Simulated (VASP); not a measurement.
All values below come from PBE GGA, VASP's PBE PAW potentials (set 64) (plane waves; VASP 6.6.1).

The input files of a VASP run:

**KPOINTS**
```
Automatic mesh
0
Gamma
20 20 20
0 0 0
```

File POSCAR:
```
V
1.0
 -1.5004560000   1.5004560000   1.5004560000
  1.5004560000  -1.5004560000   1.5004560000
  1.5004560000   1.5004560000  -1.5004560000
V
1
Cartesian
  0.0000000000   0.0000000000   0.0000000000
```

**INCAR**
```
ISMEAR=-1   ! Fermi-Dirac
ISIF=3
LASPH=.True.
LWAVE=.False.
EDIFF=1E-6   ! SCF stop (eV)
LREAL=.False.
PREC=Accurate
EDIFFG=-0.01   ! ionic stop
IBRION=2   ! conjugate gradients
NELM=100
ENCUT=300
SYSTEM=V
GGA=PE   ! PBE
ALGO=Normal
NSW=50   ! most ionic steps
LMAXMIX=4   ! l cut-off of mixed one-centre charges
SIGMA=0.1   ! width (eV)
LCHARG=.False.
```

POTCAR, in this order: V_sv (PBE.64 set). Program: vasp_std.

At this cut-off the stress carries a Pulay error, which pulls relaxed volumes low.

What does the run give for the energy per atom (σ→0), volume per atom, band gap (on the k-mesh)?

```
Property                                                     Value
------------------------  ----------------------------------------
energy per atom (σ→0)                               -8.997 eV/atom
band gap (on the k-mesh)  none (metal, semimetal or under 0.01 eV)
volume per atom                                      13.46 Å³/atom
```

File OSZICAR:
```
...
       N       E                     dE             d eps       ncg     rms          rms(c)
DAV:   1    -0.903095241936E+01   -0.55596E-02   -0.10986E-01  5120   0.581E+00    0.781E-01
DAV:   2    -0.902565659771E+01    0.52958E-02   -0.24844E-02  5136   0.225E+00    0.161E-01
DAV:   3    -0.902560902409E+01    0.47574E-04   -0.84731E-05  5120   0.134E-01    0.851E-02
DAV:   4    -0.902558338559E+01    0.25639E-04   -0.47533E-05  5126   0.840E-02    0.620E-03
DAV:   5    -0.902558469410E+01   -0.13085E-05   -0.54547E-07  2616   0.114E-02    0.151E-03
DAV:   6    -0.902558494517E+01   -0.25107E-06   -0.89627E-08  2560   0.442E-03
   3 F= -.90255849E+01 E0= -.89973813E+01  d E =-.105752E-03
```

The structure is a typed V crystal. This run relaxes it. Symmetry was kept, so distortions that lower it aren't found. The run is one of a series of settings (EDIFFG = -0.01, IBRION = 2, ISIF = 3, NSW = 50 against the base run), some of them coarse on purpose. The run is not spin-polarised, so no magnetic state was tried.
